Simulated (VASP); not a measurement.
Input for VASP

KPOINTS:
```
Automatic mesh
0
G
  5 5 5
0 0 0
```

### INCAR
```
SYSTEM = GaP
PREC = Accurate
ENCUT = 300
EDIFF = 1E-6
NELM = 100
ALGO = Normal
LREAL = .FALSE.
LASPH = .TRUE.
ISMEAR = 0
SIGMA = 0.01
GGA = PE
LMAXMIX = 4
LWAVE = .FALSE.
LCHARG = .FALSE.
ISIF = 3
IBRION = 2
NSW = 50
EDIFFG = -0.01
```

POSCAR:
```
GaP
1
    0.0000000000     2.7797810000     2.7797810000
    2.7797810000     0.0000000000     2.7797810000
    2.7797810000     2.7797810000     0.0000000000
Ga P
1 1
Direct
  0.0000000000   0.0000000000   0.0000000000
  0.2500000000   0.2500000000   0.2500000000
```

POTCAR, in this order: Ga_d P (PBE.64 set). Program: vasp_std.

### Question
Translate this PBE calculation to Quantum ESPRESSO's pw.x.

### Answer
One equivalent input (not run):
```
&CONTROL
  calculation = 'vc-relax'
  pseudo_dir = './pseudo'
  outdir = './out'
  tprnfor = .true.
  tstress = .true.
  nstep = 50
  forc_conv_thr = 0.00039
/
&SYSTEM
  ibrav = 0
  nat = 2
  ntyp = 2
  ecutwfc = 80
  occupations = 'smearing'
  smearing = 'gaussian'
  degauss = 0.000735
  input_dft = 'pbe'
/
&ELECTRONS
  conv_thr = 7.3e-08
  electron_maxstep = 100
/
&IONS
/
&CELL
/
ATOMIC_SPECIES
  Ga 69.723 Ga.upf
  P 30.974 P.upf
CELL_PARAMETERS angstrom
     0.0000000    2.7797810    2.7797810
     2.7797810    0.0000000    2.7797810
     2.7797810    2.7797810    0.0000000
ATOMIC_POSITIONS crystal
  Ga   0.0000000  0.0000000  0.0000000
  P    0.2500000  0.2500000  0.2500000
K_POINTS automatic
  5 5 5 0 0 0
```
Limits of the translation: the potentials are each code's own (VASP's PAW set, PseudoDojo norm-conserving files in pw.x), so ENCUT and ecutwfc are chosen apart and not converted; conv_thr bounds pw.x's estimated SCF error, while EDIFF bounds the energy change between steps; forc_conv_thr acts on force components and is met together with etot_conv_thr.

The structure comes from a computed database's GaP entry; how it stands against other phases isn't given here. This run relaxes it. Symmetry was kept, so distortions that lower it aren't found. The run is one of a series of settings (EDIFFG = -0.01, IBRION = 2, ISIF = 3, NSW = 50 against the base run), some of them coarse on purpose.
